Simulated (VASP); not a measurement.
**SnTe: relaxation of cell and atoms with PBE**

The system is SnTe.

```xyz
2
Lattice="0.0000 3.1509 3.1509 3.1509 0.0000 3.1509 3.1509 3.1509 0.0000" Properties=species:S:1:pos:R:3 pbc="T T T"
Sn    0.0000    0.0000    0.0000
Te    3.1509    3.1509    3.1509
```

```json
{
 "Program": "VASP 6.6.1",
 "Task": "relaxation of cell and atoms",
 "Functional": "PBE",
 "Potentials or basis": "VASP PAW PBE potentials, release 64 (Sn_d, Te)",
 "Cutoff": "600 eV",
 "k mesh": "10 × 10 × 10",
 "Occupations": "gaussian, width 0.1 eV",
 "Spin": "no spin polarisation",
 "Further INCAR settings": "ALGO = Normal; EDIFF = 1e-07; IBRION = 2; EDIFFG = -0.004; NSW = 80; ISIF = 3"
}
```

The relaxed volume is 32.90 Å³/atom. The relaxed cell is a = 4.532 Å, b = 4.532 Å, c = 4.532 Å, α = 60.00°, β = 60.00°, γ = 60.00° and the space group after relaxing (to 0.05 Å) is Fm-3m (No. 225). The energy gained by relaxing is 11.1 meV/atom, the ionic steps are 3 and the pressure after relaxing is 0.0 GPa. The band gap on the k mesh is 0.05 eV, direct.

The path:
```csv
step,energy change (eV),largest force (eV/Å),pressure (GPa),volume (Å³)
1,0.0000,0.0000,2.30,62.56
2,-0.0207,0.0000,-0.53,66.72
3,-0.0223,0.0000,0.00,65.81
```

Final structure:
```
Sn Te
1.0
     0.00000    3.20442    3.20442
     3.20442    0.00000    3.20442
     3.20442    3.20442    0.00000
Sn Te
1 1
Direct
  0.00000 0.00000 0.00000
  0.50000 0.50000 0.50000
```

Levels at points of the mesh, in eV from the valence-band top:
| k point | band 6 | band 7 | band 8 | band 9 | band 10 | band 11 | band 12 | band 13 | band 14 |
| --- | --- | --- | --- | --- | --- | --- | --- | --- | --- |
| (0.00, 0.00, 0.00) | -12.43 | -4.86 | -2.00 | -2.00 | -2.00 | 3.25 | 3.25 | 3.25 | 4.85 |
| (0.50, 0.00, 0.00) | -11.28 | -8.07 | -1.68 | -1.68 | 0.00 | 0.05 | 0.45 | 0.45 | 7.67 |
| (0.50, 0.50, 0.00) | -11.02 | -6.43 | -5.22 | -3.50 | -3.50 | 2.38 | 4.69 | 4.69 | 6.02 |

Wall time 40 s on 1 thread of Intel(R) Xeon(R) 6975P-C (Granite Rapids), on a shared host, peak memory 0.25 GiB.

Caveat: spin-orbit coupling is left out, which moves the levels of the heavy elements. Zero-point motion and thermal expansion aren't in these numbers.
